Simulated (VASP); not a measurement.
Here is the system:

```
PbO2
1.0
    5.06879     0.00000     0.00000
    0.00000     5.06879     0.00000
    0.00000     0.00000     3.45527
Pb O
2 4
Direct
  0.00000   0.00000   0.00000
  0.50000   0.50000   0.50000
  0.30778   0.30778   0.00000
  0.80778   0.19222   0.50000
  0.19222   0.80778   0.50000
  0.69222   0.69222   0.00000
```

These are PBE GGA, VASP's PBE PAW potentials (set 64) (plane waves; VASP) values and carry that method's errors. Settings: 520 eV cut-off, 5×5×7 Γ-centred mesh, tetrahedra with Blöchl corrections, potentials Pb_d O.

What does the run give for the energy per atom (σ→0)?

```
Quantity                        Value
---------------------  --------------
energy per atom (σ→0)  -5311 meV/atom
```

The absolute energy has meaning only against runs of the same code, potentials and settings.

The compound is PbO2 in the rutile structure. It was relaxed first, which changed the volume by +6 %.
